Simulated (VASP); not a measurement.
```yaml
crystal:
  lattice:
    - [2.19599, -3.80356, 0.00000]
    - [2.19599, 3.80356, 0.00000]
    - [0.00000, 0.00000, 7.16272]
  atoms:
    - { symbol: Cd, position: [0.66667, 0.33333, 0.50003] }
    - { symbol: Cd, position: [0.33333, 0.66667, 0.00003] }
    - { symbol: Se, position: [0.66667, 0.33333, 0.87597] }
    - { symbol: Se, position: [0.33333, 0.66667, 0.37597] }
```

These are PBE GGA, VASP's PBE PAW potentials (set 64) (plane waves; VASP) values and carry that method's errors. Run with 520 eV cut-off, 8×8×4 Γ-centred mesh, tetrahedra with Blöchl corrections, potentials Cd Se.

Q: The job: CdSe (wurtzite), 4 atoms, PBE, static run, 520 eV, 8×8×4 Γ-centred mesh. Roughly how much core time does it take on a busy server core?

A: About 70 core-seconds (one run on a shared machine, a rough figure). It had 30 irreducible k-points, 22 bands, up to 3256 plane waves and 16 electronic steps.

The compound is CdSe in the wurtzite structure. It was relaxed first, which changed the volume by +7 %.
